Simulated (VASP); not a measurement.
Consider the following.

```
CELL_PARAMETERS angstrom
      1.49045    -2.58153     0.00000
      1.49045     2.58153     0.00000
      0.00000     0.00000     2.89711
ATOMIC_POSITIONS crystal
  W  0.00000 0.00000 0.00000
  C  0.33333 0.66667 0.50000
```

These are vdW-DF2, VASP's PBE PAW potentials (set 64) (plane waves; VASP 6.6.1) values and carry that method's errors. Settings: 520 eV cut-off, Gaussian smearing of 0.050 eV, potentials W_sv C.

Task: Give the energies of bands 6 to 12 at the high-symmetry points, in eV from the Fermi level.

Result: 
| band | Γ | M | K | A | L | H |
|---|---|---|---|---|---|---|
| 6 | -3.81 | -6.47 | -6.03 | -7.97 | -5.86 | -6.42 |
| 7 | -3.04 | -3.23 | -4.03 | -1.86 | -3.92 | -4.95 |
| 8 | -3.04 | -3.12 | -3.09 | -1.86 | -3.82 | -1.53 |
| 9 | 0.12 | -0.45 | 0.71 | -0.47 | 0.27 | -0.57 |
| 10 | 2.92 | 2.17 | 0.86 | -0.47 | 3.90 | 3.94 |
| 11 | 2.92 | 4.04 | 1.85 | 3.33 | 4.71 | 5.56 |
| 12 | 5.13 | 4.29 | 2.99 | 4.32 | 5.99 | 6.75 |

It has no gap at this level: it comes out as a metal or semimetal.

The compound is WC in the wc structure. It was relaxed first, which changed the volume by +7 %.
